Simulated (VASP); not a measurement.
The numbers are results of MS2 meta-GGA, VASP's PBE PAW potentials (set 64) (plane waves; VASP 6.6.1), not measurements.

VASP ran on this input.

**POSCAR**
```
MgH2
1
    4.5554185794     0.0000000000     0.0000000000
    0.0000000000     4.5554185794     0.0000000000
    0.0000000000     0.0000000000     3.0396800187
Mg H
2 4
Direct
  0.0000000000   0.0000000000   0.0000000000
  0.5000000000   0.5000000000   0.5000000000
  0.3043827098   0.3043827098   0.0000000000
  0.8043827098   0.1956172902   0.5000000000
  0.1956172902   0.8043827098   0.5000000000
  0.6956172902   0.6956172902   0.0000000000
```

### INCAR
```
! general
SYSTEM   =  MgH2
PREC     =  Accurate
ENCUT    =  520
LREAL    =  F
LASPH    =  T

! electronic loop
EDIFF    =  1E-7
NELM     =  100
ALGO     =  Normal
LMIXTAU  =  T

! smearing
ISMEAR   =  0
SIGMA    =  0.05

! functional
METAGGA  =  MS2

! ions
IBRION   =  2
NSW      =  30
ISIF     =  4
EDIFFG   =  -0.01

! output
LWAVE    =  F
LCHARG   =  F
```

### KPOINTS
```
Automatic mesh
0
Gamma
5 5 7
0 0 0
```

POTCAR, in this order: Mg H (PBE.64 set). Program: vasp_std.

Output

**OSZICAR**
```
       N       E                     dE             d eps       ncg     rms          rms(c)
DAV:   1    -0.926267934268E+01   -0.92627E+01   -0.29120E+03   384   0.715E+02
DAV:   2    -0.289026769085E+02   -0.19640E+02   -0.18328E+02   504   0.833E+01
DAV:   3    -0.296256584251E+02   -0.72298E+00   -0.72298E+00   496   0.219E+01
DAV:   4    -0.296275460434E+02   -0.18876E-02   -0.18876E-02   576   0.118E+00
DAV:   5    -0.296275482132E+02   -0.21698E-05   -0.21698E-05   488   0.330E-02    0.607E+00
DAV:   6    -0.252447114157E+02    0.43828E+01   -0.13401E+00   384   0.149E+01    0.371E+00
DAV:   7    -0.261954960276E+02   -0.95078E+00   -0.25211E+00   424   0.141E+01    0.137E+00
DAV:   8    -0.265264847471E+02   -0.33099E+00   -0.33367E-01   384   0.698E+00    0.836E-01
DAV:   9    -0.269081864279E+02   -0.38170E+00   -0.10649E-01   400   0.357E+00    0.528E-01
DAV:  10    -0.267457160221E+02    0.16247E+00   -0.45294E-01   384   0.919E+00    0.264E-01
DAV:  11    -0.263663626679E+02    0.37935E+00   -0.20253E-01   384   0.726E+00    0.237E-01
DAV:  12    -0.263888555869E+02   -0.22493E-01   -0.84486E-03   384   0.156E+00    0.157E-01
DAV:  13    -0.263642733010E+02    0.24582E-01   -0.80368E-03   384   0.127E+00    0.794E-02
DAV:  14    -0.263686824059E+02   -0.44091E-02   -0.96629E-04   448   0.390E-01    0.971E-02
DAV:  15    -0.263626489852E+02    0.60334E-02   -0.11476E-03   384   0.511E-01    0.686E-02
DAV:  16    -0.263625445880E+02    0.10440E-03   -0.75198E-05   528   0.797E-02    0.418E-02
DAV:  17    -0.263623938944E+02    0.15069E-03   -0.99276E-05   384   0.678E-02    0.119E-02
DAV:  18    -0.263623828462E+02    0.11048E-04   -0.12683E-05   416   0.392E-02    0.300E-03
DAV:  19    -0.263623773520E+02    0.54941E-05   -0.54944E-06   384   0.242E-02    0.158E-03
DAV:  20    -0.263623766317E+02    0.72030E-06   -0.84852E-07   384   0.132E-02    0.477E-04
DAV:  21    -0.263623760531E+02    0.57862E-06   -0.29726E-07   400   0.701E-03    0.236E-04
DAV:  22    -0.263623760210E+02    0.32080E-07   -0.57415E-08   456   0.278E-03
   1 F= -.26362376E+02 E0= -.26362376E+02  d E =-.263624E+02
       N       E                     dE             d eps       ncg     rms          rms(c)
DAV:   1    -0.263630307625E+02   -0.65471E-03   -0.59131E-03   480   0.612E-01    0.320E-02
DAV:   2    -0.263630275696E+02    0.31929E-05   -0.70915E-05   400   0.107E-01    0.199E-02
DAV:   3    -0.263630976483E+02   -0.70079E-04   -0.11601E-04   384   0.169E-01    0.250E-03
DAV:   4    -0.263630146000E+02    0.83048E-04   -0.18218E-05   384   0.660E-02    0.173E-03
DAV:   5    -0.263630883117E+02   -0.73712E-04   -0.13615E-05   384   0.494E-02    0.151E-03
DAV:   6    -0.263630112158E+02    0.77096E-04   -0.23095E-05   384   0.641E-02    0.304E-04
DAV:   7    -0.263630115412E+02   -0.32538E-06   -0.42616E-07   416   0.764E-03    0.113E-04
DAV:   8    -0.263630111740E+02    0.36725E-06   -0.76554E-08   400   0.348E-03    0.779E-05
DAV:   9    -0.263630111623E+02    0.11666E-07   -0.29759E-08   384   0.262E-03
   2 F= -.26363011E+02 E0= -.26363011E+02  d E =-.635141E-03
       N       E                     dE             d eps       ncg     rms          rms(c)
DAV:   1    -0.263637962321E+02   -0.78506E-03   -0.29154E-02   488   0.136E+00    0.711E-02
DAV:   2    -0.263637775915E+02    0.18641E-04   -0.34752E-04   384   0.238E-01    0.442E-02
DAV:   3    -0.263641273709E+02   -0.34978E-03   -0.57765E-04   384   0.376E-01    0.560E-03
DAV:   4    -0.263637086019E+02    0.41877E-03   -0.93754E-05   384   0.149E-01    0.382E-03
DAV:   5    -0.263640705097E+02   -0.36191E-03   -0.67605E-05   384   0.110E-01    0.345E-03
DAV:   6    -0.263636946794E+02    0.37583E-03   -0.11727E-04   384   0.145E-01    0.745E-04
DAV:   7    -0.263636952466E+02   -0.56714E-06   -0.25203E-06   432   0.186E-02    0.238E-04
DAV:   8    -0.263636937291E+02    0.15174E-05   -0.27891E-07   384   0.670E-03    0.152E-04
DAV:   9    -0.263636936615E+02    0.67692E-07   -0.12071E-07   400   0.525E-03
   3 F= -.26363694E+02 E0= -.26363694E+02  d E =-.131764E-02
```

OUTCAR:
```
------------------------ aborting loop because EDIFF is reached ----------------------------------------
  FORCE on cell =-STRESS in cart. coord.  units (eV):
  Direction    XX          YY          ZZ          XY          YZ          ZX
  --------------------------------------------------------------------------------------
  Total       -1.1188612     -1.1188612     -1.1611671      0.0000000      0.0000000      0.0000000
  in kB      -28.4185797    -28.4185797    -29.4931302      0.0000000      0.0000000      0.0000000
  external PRESSURE =     -28.7767632 kB  Pullay stress =       0.0000000 kB
  volume of cell :       63.08
      direct lattice vectors                 reciprocal lattice vectors
     4.569380186  0.000000000  0.000000000     0.218848062 -0.000000000  0.000000000
     0.000000000  4.569380186  0.000000000     0.000000000  0.218848062  0.000000000
     0.000000000  0.000000000  3.021133091     0.000000000  0.000000000  0.331001637
 POSITION                                       TOTAL-FORCE (eV/Angst)
 -----------------------------------------------------------------------------------
      0.00000      0.00000      0.00000         0.000000      0.000000     -0.000000
      2.28469      2.28469      1.51057         0.000000      0.000000     -0.000000
      1.39281      1.39281      0.00000        -0.000484     -0.000484     -0.000000
      3.67750      0.89188      1.51057        -0.000484      0.000484     -0.000000
      0.89188      3.67750      1.51057         0.000484     -0.000484     -0.000000
      3.17657      3.17657      0.00000         0.000484      0.000484      0.000000
 -----------------------------------------------------------------------------------
    total drift:                                0.000000     -0.000000      0.000000
  FREE ENERGIE OF THE ION-ELECTRON SYSTEM (eV)
  ---------------------------------------------------
  free  energy   TOTEN  =       -26.3636936615 eV

  energy  without entropy=      -26.3636936615  energy(sigma->0) =      -26.36369366

 reached required accuracy - stopping structural energy minimisation
```
(Selected blocks of OUTCAR.)

CONTCAR:
```
MgH2
   1.00000000000000
     4.5693801864470478    0.0000000000000000    0.0000000000000000
     0.0000000000000000    4.5693801864470478    0.0000000000000000
     0.0000000000000000    0.0000000000000000    3.0211330906881093
  Mg              H
     2     4
Direct
     0.0000000000000000    0.0000000000000000    0.0000000000000000
     0.5000000000000000    0.5000000000000000    0.5000000000000000
     0.3048136390080652    0.3048136390080652    0.0000000000000000
     0.8048136390080651    0.1951863609919348    0.5000000000000000
     0.1951863609919348    0.8048136390080651    0.5000000000000000
     0.6951863609919349    0.6951863609919349    0.0000000000000000
```

File OUTCAR:
```
 val. band max:       -1.2616756197   @ k =   0.2000   0.0000   0.0000

 cond. band min:       3.2345684541   @ k =   0.4000   0.4000   0.4286


 Fermi energy:        -1.0121831243

 k-point     1 :       0.0000    0.0000    0.0000
  band No.  band energies     occupation
      1      -7.4820      2.00000
      2      -2.6166      2.00000
      3      -2.6166      2.00000
      4      -1.6209      2.00000
      5       4.0642      0.00000
      6       4.2289      0.00000
      7       8.3695      0.00000
      8       8.3695      0.00000

 k-point     2 :       0.2000    0.0000    0.0000
  band No.  band energies     occupation
      1      -7.2206      2.00000
      2      -3.7143      2.00000
      3      -2.4458      2.00000
      4      -1.2617      2.00000
      5       4.0052      0.00000
      6       5.1684      0.00000
      7       6.8625      0.00000
      8       9.0765      0.00000

 k-point     3 :       0.4000    0.0000    0.0000
  band No.  band energies     occupation
      1      -6.4507      2.00000
      2      -5.2281      2.00000
      3      -1.9862      2.00000
      4      -1.4443      2.00000
      5       4.1966      0.00000
      6       5.2036      0.00000
      7       7.7578      0.00000
      8      10.4452      0.00000

 k-point     4 :       0.2000    0.2000    0.0000
  band No.  band energies     occupation
      1      -6.9630      2.00000
      2      -3.7995      2.00000
      3      -3.1053      2.00000
      4      -1.2959      2.00000
      5       4.5724      0.00000
      6       5.4339      0.00000
      7       7.2982      0.00000
      8       8.9524      0.00000

 k-point     5 :       0.4000    0.2000    0.0000
  band No.  band energies     occupation
      1      -6.2071      2.00000
      2      -5.0255      2.00000
      3      -2.7521      2.00000
      4      -1.9503      2.00000
      5       5.1288      0.00000
      6       6.0526      0.00000
      7       8.0578      0.00000
...
```

The compound is MgH2 in the rutile structure. This cell is one point of a volume scan, at 1.06 of the reference volume. Symmetry was kept, so distortions that lower it aren't found.
